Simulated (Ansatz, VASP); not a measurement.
# SiC (Moissanite): VASP beside Ansatz, part 2 of 2

One calculation is typed for both programs; each brings its own data sets. How far apart do they land? The cell is taken from a series of runs on this material, whose earlier steps may have relaxed, scaled, displaced or heated it; both programs get it as it stands.

VASP 6.6.1 and Ansatz 0.2.0.

So far: The starting structure; Ansatz: single point, HSE06, spin-orbit coupling.

### 3. VASP: single point, HSE06, spin-orbit coupling

Level of this step: HSE06, spin-orbit coupling; plane waves and PAW (Si, C) (VASP).

The same cell, functional, mesh and smearing now go to VASP, with its own data sets.

Lines of VASP's logs that name or quote its potential files are left out, and so is its time.

The run reads the wave functions of an earlier VASP run, which isn't shown here.

The input, INCAR:

```
SYSTEM = SiC
PREC = Accurate
ENCUT = 520
EDIFF = 1E-06
NELM = 100
ISMEAR = -1
SIGMA = 0.02
LREAL = .FALSE.
ALGO = Normal
LHFCALC = .TRUE.
AEXX = 0.25
GGA = PE
HFSCREEN = 0.208
LASPH = .TRUE.
LNONCOLLINEAR = .TRUE.
MAGMOM = 0 0 0 0 0 0 0 0 0 0 0 0 0 0 0 0 0 0 0 0 0 0 0 0 0 0 0 0 0 0 0 0 0 0 0 0
NBANDS = 72
GGA_COMPAT = .FALSE.
LSORBIT = .TRUE.
PRECFOCK = Fast
LORBIT = 11
LWAVE = .FALSE.
LCHARG = .FALSE.
KPAR = 8
NCORE = 2
ISIF = 2
```

The input, POSCAR:

```
SiC
1.0
    3.0810000000      0.0000000000      0.0000000000
   -1.5405000000      2.6682242691      0.0000000000
    0.0000000000      0.0000000000     15.1248000000
Si C
6 6
Direct
    0.0000000000      0.0000000000      0.0000000000
    0.0000000000      0.0000000000      0.5000000000
    0.3333333333      0.6666666667      0.1664000000
    0.6666666667      0.3333333333      0.6664000000
    0.6666666667      0.3333333333      0.3329000000
    0.3333333333      0.6666666667      0.8329000000
    0.3333333333      0.6666666667      0.0412000000
    0.6666666667      0.3333333333      0.5412000000
    0.6666666667      0.3333333333      0.2080000000
    0.3333333333      0.6666666667      0.7080000000
    0.0000000000      0.0000000000      0.3746000000
    0.0000000000      0.0000000000      0.8746000000
```

The input, KPOINTS:

```
Automatic mesh
0
Gamma
6 6 2
0 0 0
```

PAW data sets: Si and C (PBE family, release 64).

The run is started by

```
> mpirun -np 16 vasp_ncl
```

Numbers of over 12 decimals in the logs are rounded to 6 here.

Output:

```text
[banner, memory and clock lines left out]
running   16 mpi-ranks, on    1 nodes
 distrk:  each k-point on    2 cores,    8 groups
 distr:  one band on    2 cores,    1 groups

 POSCAR found type information on POSCAR SiC
 POSCAR found :  2 types and      12 ions
 LDA part: xc-table for (Slater+PW92), standard interpolation
 found WAVECAR, reading the header
 POSCAR, INCAR and KPOINTS ok, starting setup
 FFT: planning ... GRIDC
 FFT: planning ... GRID_SOFT
 FFT: planning ... GRID
 reading WAVECAR
 the WAVECAR file was read successfully
 initial charge from wavefunction
 entering main loop
       N       E                     dE             d eps       ncg     rms          rms(c)
DAV:   1    -0.104511439694E+03   -0.10451E+03   -0.17386E+00  2048   0.666E+00    0.652E+00
DAV:   2    -0.104523784576E+03   -0.12345E-01   -0.49281E-02  2384   0.106E+00    0.469E+00
DAV:   3    -0.104520599470E+03    0.31851E-02   -0.15782E-03  2432   0.200E-01    0.275E+00
DAV:   4    -0.104519488605E+03    0.11109E-02   -0.52058E-04  2272   0.979E-02    0.158E+00
DAV:   5    -0.104519147460E+03    0.34115E-03   -0.15540E-04  2280   0.540E-02    0.897E-01
DAV:   6    -0.104519033941E+03    0.11352E-03   -0.40381E-05  2264   0.313E-02    0.509E-01
DAV:   7    -0.104518998222E+03    0.35719E-04   -0.12777E-05  2288   0.192E-02    0.290E-01
DAV:   8    -0.104518987042E+03    0.11180E-04   -0.41145E-06  2288   0.111E-02    0.165E-01
DAV:   9    -0.104518983815E+03    0.32267E-05   -0.11928E-06  1472   0.623E-03    0.948E-02
DAV:  10    -0.104518983163E+03    0.65199E-06   -0.53791E-07  1344   0.441E-03
   1 F= -.10451898E+03 E0= -.10451898E+03  d E =-.356640E-12  mag=     0.0000     0.0000    -0.0000
```

Parts of OUTCAR (step 3):

```text
ion  position               nearest neighbor table
   1  0.000  0.000  0.000-   7 1.88   7 1.88   7 1.88  12 1.90   3 3.08   3 3.08   3 3.08   6 3.09
                             6 3.09   6 3.09
   2  0.000  0.000  0.500-   8 1.88   8 1.88   8 1.88  11 1.90   4 3.08   4 3.08   4 3.08   5 3.09
                             5 3.09   5 3.09
   3  0.333  0.667  0.166-   9 1.89   9 1.89   9 1.89   7 1.89   1 3.08   1 3.08   1 3.08   5 3.08
                             5 3.08   5 3.08
   4  0.667  0.333  0.666-  10 1.89  10 1.89  10 1.89   8 1.89   2 3.08   2 3.08   2 3.08   6 3.08
                             6 3.08   6 3.08
   5  0.667  0.333  0.333-  11 1.89  11 1.89  11 1.89   9 1.89   3 3.08   3 3.08   3 3.08   2 3.09
                             2 3.09   2 3.09
   6  0.333  0.667  0.833-  12 1.89  12 1.89  12 1.89  10 1.89   4 3.08   4 3.08   4 3.08   1 3.09
                             1 3.09   1 3.09
   7  0.333  0.667  0.041-   1 1.88   1 1.88   1 1.88   3 1.89
   8  0.667  0.333  0.541-   2 1.88   2 1.88   2 1.88   4 1.89
   9  0.667  0.333  0.208-   3 1.89   3 1.89   3 1.89   5 1.89
  10  0.333  0.667  0.708-   4 1.89   4 1.89   4 1.89   6 1.89
  11  0.000  0.000  0.375-   5 1.89   5 1.89   5 1.89   2 1.90
  12  0.000  0.000  0.875-   6 1.89   6 1.89   6 1.89   1 1.90

  LATTYP: Found a hexagonal cell.
 ALAT       =     3.0810000000
 C/A-ratio  =     4.9090555015

 Subroutine GETGRP returns: Found 12 space group operations
 (whereof  6 operations were pure point group operations)

The static configuration has the point symmetry C_3v.
 The point group associated with its full space group is C_6v.

 Found     14 irreducible k-points:

   k-points           NKPTS =     14   k-points in BZ     NKDIM =     72   number of bands    NBANDS=     72

   dimension x,y,z NGX =    24 NGY =   24 NGZ =  112
   dimension x,y,z NGXF=    48 NGYF=   48 NGZF=  224

   ENCUT  =  520.0 eV  38.22 Ry    6.18 a.u.   5.73  5.73 28.12*2*pi/ulx,y,z

   NELECT =      48.0000    total number of electrons

 k-points in reciprocal lattice and weights: Automatic mesh
   0.00000000  0.00000000  0.00000000       0.014
   0.16666667 -0.00000000  0.00000000       0.083
   0.33333333 -0.00000000  0.00000000       0.083
   0.50000000  0.00000000  0.00000000       0.042
   0.16666667  0.16666667  0.00000000       0.083
   0.33333333  0.16666667  0.00000000       0.167
   0.33333333  0.33333333  0.00000000       0.028
   0.00000000  0.00000000  0.50000000       0.014
   0.16666667 -0.00000000  0.50000000       0.083
[...]
0.33333333  0.16666667  0.50000000       0.167
   0.33333333  0.33333333  0.50000000       0.028

  exchange ACFDT corr.  =         0.00000000  see jH, gK, PRB 81, 115126

 average (electrostatic) potential at core
       1 -76.7778       2 -76.7778       3 -76.7462       4 -76.7462       5 -76.6933
       6 -76.6932       7 -41.0312       8 -41.0312       9 -40.9699      10 -40.9698
      11 -40.9138      12 -40.9138

 E-fermi :   8.0371

 k-point     1 :       0.0000    0.0000    0.0000
  band No.  band energies     occupation
    ...
     44       7.4972      1.00000
     45       7.5278      1.00000
     46       7.5278      1.00000
     47       7.5365      1.00000
     48       7.5365      1.00000
     49      13.8872      0.00000
     50      13.8872      0.00000
     51      14.0678      0.00000
     52      14.0678      0.00000
     53      14.4863      0.00000
    ...

 k-point     2 :       0.1667   -0.0000    0.0000
  band No.  band energies     occupation
    ...
     44       6.7613      1.00000
     45       7.1689      1.00000
     46       7.1730      1.00000
     47       7.2683      1.00000
     48       7.2685      1.00000
     49      13.3506      0.00000
     50      13.3530      0.00000
     51      13.7546      0.00000
     52      13.7572      0.00000
     53      13.8560      0.00000
    ...

 k-point     3 :       0.3333   -0.0000    0.0000
  band No.  band energies     occupation
    ...
     44       5.9465      1.00000
     45       6.3637      1.00000
     46       6.3659      1.00000
     47       6.6206      1.00000
     48       6.6206      1.00000
     49      11.3103      0.00000
     50      11.3106      0.00000
     51      11.4010      0.00000
     52      11.4011      0.00000
     53      12.3098      0.00000
    ...

  Total       -1.5537846     -1.5537846     -1.9518004      0.0000000      0.0000000      0.0000000
  in kB      -20.0215517    -20.0215517    -25.1502501      0.0000000      0.0000000      0.0000000
  external PRESSURE =     -21.7311178 kB  Pullay stress =       0.0000000 kB

  energy-cutoff  :      520.00
  volume of cell :      124.34
      direct lattice vectors                 reciprocal lattice vectors
     3.081000000  0.000000000  0.000000000     0.324569945  0.187390545  0.000000000
    -1.540500000  2.668224269  0.000000000     0.000000000  0.374781090  0.000000000
     0.000000000  0.000000000 15.124800000     0.000000000  0.000000000  0.066116577

 POSITION                                       TOTAL-FORCE (eV/Angst)
 -----------------------------------------------------------------------------------
      0.00000      0.00000      0.00000        -0.000000      0.000000     -0.167518
      0.00000      0.00000      7.56240         0.000000     -0.000000     -0.167518
     -0.00000      1.77882      2.51677         0.000000     -0.000000      0.003783
      1.54050      0.88941     10.07917        -0.000000      0.000000      0.003783
      1.54050      0.88941      5.03505         0.000000      0.000000      0.123174
     -0.00000      1.77882     12.59745        -0.000000     -0.000000      0.123174
     -0.00000      1.77882      0.62314        -0.000000      0.000000      0.181960
      1.54050      0.88941      8.18554         0.000000     -0.000000      0.181960
      1.54050      0.88941      3.14596         0.000000     -0.000000     -0.051030
     -0.00000      1.77882     10.70836        -0.000000      0.000000     -0.051030
      0.00000      0.00000      5.66575         0.000000      0.000000     -0.090368
      0.00000      0.00000     13.22815        -0.000000     -0.000000     -0.090368
 -----------------------------------------------------------------------------------
    total drift:                               -0.000000      0.000001      0.000107

  FREE ENERGIE OF THE ION-ELECTRON SYSTEM (eV)
  ---------------------------------------------------
  free  energy   TOTEN  =      -104.5189831630 eV

  energy  without entropy=     -104.5189831630  energy(sigma->0) =     -104.51898316

 Spin-Orbit-Coupling matrix elements
 Ion:    1  E_soc:     -0.0002672
 Ion:    2  E_soc:     -0.0002672
 Ion:    3  E_soc:     -0.0002671
 Ion:    4  E_soc:     -0.0002671
 Ion:    5  E_soc:     -0.0002668
 Ion:    6  E_soc:     -0.0002667
 Ion:    7  E_soc:     -0.0000168
 Ion:    8  E_soc:     -0.0000168
 Ion:    9  E_soc:     -0.0000168
 Ion:   10  E_soc:     -0.0000168
 Ion:   11  E_soc:     -0.0000166
 Ion:   12  E_soc:     -0.0000166

 total charge
# of ion       s       p       d       tot
------------------------------------------
    1        0.717   0.985   0.000   1.702
    2        0.717   0.985   0.000   1.702
    3        0.717   0.984   0.000   1.701
    4        0.717   0.984   0.000   1.701
    5        0.717   0.981   0.000   1.698
    6        0.717   0.981   0.000   1.698
    7        0.839   1.711   0.000   2.550
    8        0.839   1.711   0.000   2.550
    9        0.838   1.710   0.000   2.549
   10        0.838   1.710   0.000   2.549
   11        0.839   1.709   0.000   2.548
   12        0.839   1.709   0.000   2.548
--------------------------------------------------
tot          9.335  16.162   0.000  25.496

 magnetization (x)
# of ion       s       p       d       tot
------------------------------------------
    1        0.000  -0.000   0.000   0.000
    2       -0.000  -0.000   0.000  -0.000
    3        0.000   0.000   0.000   0.000
    4        0.000   0.000   0.000   0.000
    5       -0.000   0.000   0.000  -0.000
    6        0.000  -0.000   0.000  -0.000
    7       -0.000   0.000   0.000   0.000
    8       -0.000  -0.000   0.000  -0.000
    9        0.000   0.000   0.000   0.000
   10       -0.000   0.000   0.000  -0.000
   11        0.000   0.000   0.000   0.000
   12        0.000   0.000   0.000   0.000
--------------------------------------------------
tot          0.000  -0.000   0.000  -0.000

 magnetization (y)
# of ion       s       p       d       tot
------------------------------------------
    1       -0.000   0.000   0.000  -0.000
    2        0.000   0.000   0.000   0.000
    3        0.000  -0.000   0.000  -0.000
    4        0.000   0.000   0.000   0.000
    5        0.000   0.000   0.000   0.000
    6        0.000   0.000   0.000   0.000
    7        0.000   0.000   0.000   0.000
    8        0.000   0.000   0.000   0.000
    9        0.000   0.000   0.000   0.000
   10        0.000   0.000   0.000   0.000
   11        0.000   0.000   0.000   0.000
   12        0.000  -0.000   0.000  -0.000
--------------------------------------------------
tot          0.000  -0.000   0.000  -0.000

 magnetization (z)
# of ion       s       p       d       tot
------------------------------------------
    1       -0.000   0.000   0.000   0.000
    2        0.000  -0.000   0.000  -0.000
    3        0.000   0.000   0.000   0.000
    4        0.000   0.000   0.000   0.000
    5       -0.000  -0.000   0.000  -0.000
    6       -0.000  -0.000   0.000  -0.000
    7        0.000   0.000   0.000   0.000
    8       -0.000   0.000   0.000   0.000
    9       -0.000   0.000   0.000  -0.000
   10       -0.000  -0.000   0.000  -0.000
   11        0.000  -0.000   0.000  -0.000
   12        0.000  -0.000   0.000  -0.000
--------------------------------------------------
tot         -0.000  -0.000   0.000  -0.000

[... 3 further parts left out ...]
```

The gap is read on the k-mesh alone, so it is an upper bound where the band edges lie off the mesh. The PAW data sets were made with PBE, which is usual practice but a small mismatch for other functionals.

### 4. Side by side

Known differences besides the potentials themselves: spin-orbit coupling enters by fully relativistic files in Ansatz and inside the spheres in VASP; exact exchange at q = 0 is treated differently, which shows on coarse meshes; VASP keeps PBE cores, Ansatz makes them for the functional; the cutoff is 420 eV in Ansatz and 520 eV in VASP; VASP takes a coarser grid for exact exchange (PRECFOCK = Fast). Total energies have different zeros and are not compared.

Both answers:

| quantity | Ansatz | VASP | difference |
| --- | --- | --- | --- |
| gap on the k mesh (eV) | 2.898 | 2.902 | -0.004 |

A gap on the mesh is an upper bound, since the band edges may lie between its points.

### 5. Outcome

```json
{
 "difference in gap on the k mesh (single point, HSE06, spin-orbit coupling)": "-0.0042 eV"
}
```

What this shows: The difference in gap on the k mesh is -0.0042 eV (single point, HSE06, spin-orbit coupling), within the 0.08 eV picked in this series as the mark of a large difference. Such differences can come from data sets, numerical settings and the points named under the comparisons, not from the functional's error against experiment.

[Lines on the potential files, build, host, timing and source positions are cut from VASP's logs without a mark.]

[Logs are printed without paths, hosts, clocks, repeated set-up lines and the standing remarks that a program may print on its own settings, such as how far it seeks lower states.]

[Hosts, paths, dates, database ids (printed as entryN), source tags and the programs' standing remarks are cut or masked in the printed files.]
